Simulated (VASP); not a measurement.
All values below come from LDA (Ceperley-Alder, Perdew-Zunger), VASP's LDA PAW potentials (set 64) (plane waves; VASP).

The input files of a VASP run:

### INCAR
```
SYSTEM = KTaO3
PREC = Accurate; ENCUT = 520; LREAL = .FALSE.
LASPH = .TRUE.
EDIFF = 1E-7; NELM = 100; ALGO = Normal
LMAXMIX = 6
ISMEAR = -5
ISIF = 2
LWAVE = .FALSE.; LCHARG = .TRUE.; LORBIT = 11
NEDOS = 601
LEFG = .TRUE.
```

### POSCAR
```
KTaO3
1.0
  3.9605448231   0.0000000000   0.0000000000
  0.0000000000   3.9605448231   0.0000000000
  0.0000000000   0.0000000000   3.9605448231
K Ta O
1 1 3
Cartesian
  0.0000000000   0.0000000000   0.0000000000
  1.9802724115   1.9802724115   1.9802724115
  1.9802724115   0.0000000000   1.9802724115
  0.0000000000   1.9802724115   1.9802724115
  1.9802724115   1.9802724115   0.0000000000
```

File KPOINTS:
```
Automatic mesh
0
Gamma
6 6 6
0 0 0
```

POTCAR, in this order: K_sv Ta_pv O (LDA.64 set). Program: vasp_std.

Unless said otherwise, spin-orbit coupling is left out, though it shifts the bands of the heavy elements here.

**Question.** What does the run give for the energy per atom (σ→0), band gap (on the k-mesh)?

**Answer.** 
| Quantity | Result |
|---|---|
| energy per atom (σ→0) | -9.012 eV/atom |
| band gap (on the k-mesh) | 2.06 eV |

OSZICAR:
```
...
DAV:   8    -0.450644871724E+02    0.86593E-01   -0.32709E-01  1222   0.496E+00    0.113E+00
DAV:   9    -0.450588451930E+02    0.56420E-02   -0.24360E-02  1231   0.116E+00    0.228E-01
DAV:  10    -0.450579096102E+02    0.93558E-03   -0.62700E-03  1293   0.589E-01    0.628E-02
DAV:  11    -0.450578994306E+02    0.10180E-04   -0.38229E-04  1229   0.158E-01    0.254E-02
DAV:  12    -0.450579017002E+02   -0.22696E-05   -0.20238E-05  1460   0.329E-02    0.738E-03
DAV:  13    -0.450579014011E+02    0.29904E-06   -0.13068E-06  1212   0.812E-03    0.329E-03
DAV:  14    -0.450579013685E+02    0.32631E-07   -0.18922E-07   872   0.368E-03
   1 F= -.45057901E+02 E0= -.45057901E+02  d E =0.000000E+00
```

The compound is KTaO3 in the cubic perovskite structure. It was relaxed first.
